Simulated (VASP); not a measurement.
Computed with r2SCAN meta-GGA, VASP's PBE PAW potentials (set 64) (plane waves; VASP 6.6.1).

The input files of a VASP run:

**POSCAR**
```
MgO
1
    0.0000000000     2.0307099408     2.0307099408
    2.0307099408     0.0000000000     2.0307099408
    2.0307099408     2.0307099408     0.0000000000
Mg O
1 1
Direct
  0.0000000000   0.0000000000   0.0000000000
  0.5000000000   0.5000000000   0.5000000000
```

### INCAR
```
SYSTEM = MgO
PREC = Accurate; ENCUT = 620; LREAL = .False.
LASPH = .True.
EDIFF = 1E-6; NELM = 100; ALGO = Normal
LMIXTAU = .True.
ISMEAR = 0; SIGMA = 0.05
METAGGA = R2SCAN
IBRION = 2; NSW = 40; ISIF = 3
EDIFFG = -0.02; PSTRESS = 300
LWAVE = .False.; LCHARG = .False.
```

File KPOINTS:
```
Automatic mesh
0
Gamma
11 11 11
0 0 0
```

POTCAR, in this order: Mg O (PBE.64 set). Program: vasp_std.

The run wrote:

OSZICAR:
```
       N       E                     dE             d eps       ncg     rms          rms(c)
DAV:   1     0.143544942362E+02    0.14354E+02   -0.56032E+03  1024   0.107E+03
DAV:   2    -0.191721291395E+02   -0.33527E+02   -0.32116E+02  1056   0.168E+02
DAV:   3    -0.196874064480E+02   -0.51528E+00   -0.51528E+00  1232   0.232E+01
DAV:   4    -0.196881075704E+02   -0.70112E-03   -0.70112E-03  1200   0.786E-01
DAV:   5    -0.196881080300E+02   -0.45963E-06   -0.45963E-06  1264   0.155E-02    0.698E+00
DAV:   6    -0.158308850865E+02    0.38572E+01   -0.44820E+00   896   0.156E+01    0.211E+00
DAV:   7    -0.163296230194E+02   -0.49874E+00   -0.16577E+00   904   0.110E+01    0.202E+00
DAV:   8    -0.158644643689E+02    0.46516E+00   -0.21211E+00   896   0.129E+01    0.188E+00
DAV:   9    -0.160144896731E+02   -0.15003E+00   -0.65082E-01   896   0.689E+00    0.419E-01
DAV:  10    -0.160649018058E+02   -0.50412E-01   -0.43376E-02   936   0.221E+00    0.947E-02
DAV:  11    -0.160647483827E+02    0.15342E-03   -0.10754E-03  1168   0.307E-01    0.489E-02
DAV:  12    -0.160648652651E+02   -0.11688E-03   -0.28839E-04   928   0.242E-01    0.298E-02
DAV:  13    -0.160648105307E+02    0.54734E-04   -0.27544E-04   912   0.233E-01    0.359E-03
DAV:  14    -0.160649289271E+02   -0.11840E-03   -0.26608E-05   944   0.875E-02    0.153E-03
DAV:  15    -0.160649202202E+02    0.87069E-05   -0.30613E-07   824   0.976E-03    0.133E-03
DAV:  16    -0.160649253361E+02   -0.51159E-05   -0.54177E-07   568   0.838E-03    0.228E-04
DAV:  17    -0.160649241182E+02    0.12179E-05   -0.59833E-08   488   0.387E-03    0.100E-04
DAV:  18    -0.160649240236E+02    0.94625E-07   -0.70613E-09   512   0.107E-03
   1 F= -.12928864E+02 E0= -.12928864E+02  d E =-.129289E+02
       N       E                     dE             d eps       ncg     rms          rms(c)
DAV:   1    -0.161192513084E+02   -0.54327E-01   -0.65699E+00   896   0.283E+01    0.388E+00
DAV:   2    -0.158304967316E+02    0.28875E+00   -0.14657E+00   896   0.966E+00    0.638E-01
DAV:   3    -0.158293580433E+02    0.11387E-02   -0.34348E-02   952   0.228E+00    0.224E-01
DAV:   4    -0.158264217435E+02    0.29363E-02   -0.39990E-03   896   0.107E+00    0.978E-02
DAV:   5    -0.158297274471E+02   -0.33057E-02   -0.13505E-03   912   0.621E-01    0.160E-02
DAV:   6    -0.158294646094E+02    0.26284E-03   -0.10899E-04   968   0.178E-01    0.980E-03
DAV:   7    -0.158295408078E+02   -0.76198E-04   -0.58055E-05   928   0.990E-02    0.624E-03
DAV:   8    -0.158295239907E+02    0.16817E-04   -0.14852E-05   936   0.556E-02    0.654E-04
DAV:   9    -0.158295352952E+02   -0.11304E-04   -0.43215E-07   704   0.101E-02    0.232E-04
DAV:  10    -0.158295346582E+02    0.63700E-06   -0.11629E-08   504   0.135E-03
   2 F= -.12925468E+02 E0= -.12925468E+02  d E =0.339565E-02
       N       E                     dE             d eps       ncg     rms          rms(c)
DAV:   1    -0.160447537782E+02   -0.21522E+00   -0.17231E+00   896   0.141E+01    0.200E+00
DAV:   2    -0.159700799664E+02    0.74674E-01   -0.40128E-01   896   0.502E+00    0.295E-01
DAV:   3    -0.159699171207E+02    0.16285E-03   -0.83175E-03   928   0.115E+00    0.102E-01
DAV:   4    -0.159706695773E+02   -0.75246E-03   -0.13644E-03   896   0.617E-01    0.519E-02
DAV:   5    -0.159703470944E+02    0.32248E-03   -0.57500E-04   912   0.394E-01    0.781E-03
DAV:   6    -0.159705226484E+02   -0.17555E-03   -0.43373E-05   952   0.106E-01    0.495E-03
DAV:   7    -0.159704768481E+02    0.45800E-04   -0.15970E-05   912   0.526E-02    0.280E-03
DAV:   8    -0.159704956877E+02   -0.18840E-04   -0.25929E-06   944   0.230E-02    0.257E-04
DAV:   9    -0.159704889914E+02    0.66962E-05   -0.12083E-07   512   0.558E-03    0.121E-04
DAV:  10    -0.159704893773E+02   -0.38590E-06   -0.37667E-09   472   0.793E-04
   3 F= -.12948662E+02 E0= -.12948662E+02  d E =-.197978E-01
```

**OUTCAR**
```
------------------------ aborting loop because EDIFF is reached ----------------------------------------
  FORCE on cell =-STRESS in cart. coord.  units (eV):
  Direction    XX          YY          ZZ          XY          YZ          ZX
  --------------------------------------------------------------------------------------
  Total        3.0175523      3.0175523      3.0175523      0.0000000      0.0000000      0.0000000
  in kB      299.5755684    299.5755684    299.5755684      0.0000000      0.0000000      0.0000000
  external PRESSURE =      -0.4244316 kB  Pullay stress =     300.0000000 kB
  volume of cell :       16.14
      direct lattice vectors                 reciprocal lattice vectors
    -0.000000000  2.005747838  2.005747838    -0.249283579  0.249283579  0.249283579
     2.005747838  0.000000000  2.005747838     0.249283579 -0.249283579  0.249283579
     2.005747838  2.005747838  0.000000000     0.249283579  0.249283579 -0.249283579
  FREE ENERGIE OF THE ION-ELECTRON SYSTEM (eV)
  ---------------------------------------------------
  free  energy   TOTEN  =       -15.9704893773 eV

  energy  without entropy=      -15.9704893773  energy(sigma->0) =      -15.97048938
  enthalpy is  TOTEN    =       -12.9486618969 eV   P V=        3.0218274804

 reached required accuracy - stopping structural energy minimisation
```
(Selected blocks of OUTCAR.)

File CONTCAR:
```
MgO
   1.00000000000000
    -0.0000000000000000    2.0057478381644747    2.0057478381644747
     2.0057478381644747    0.0000000000000000    2.0057478381644747
     2.0057478381644747    2.0057478381644747    0.0000000000000000
  Mg              O
     1     1
Direct
     0.0000000000000000    0.0000000000000000    0.0000000000000000
     0.5000000000000000    0.5000000000000000    0.5000000000000000
```

Energy and stress use the plane-wave basis of the starting cell.

The compound is MgO in the rock salt structure. This run relaxes it under an external pressure of 30 GPa. Symmetry was kept, so distortions that lower it aren't found.
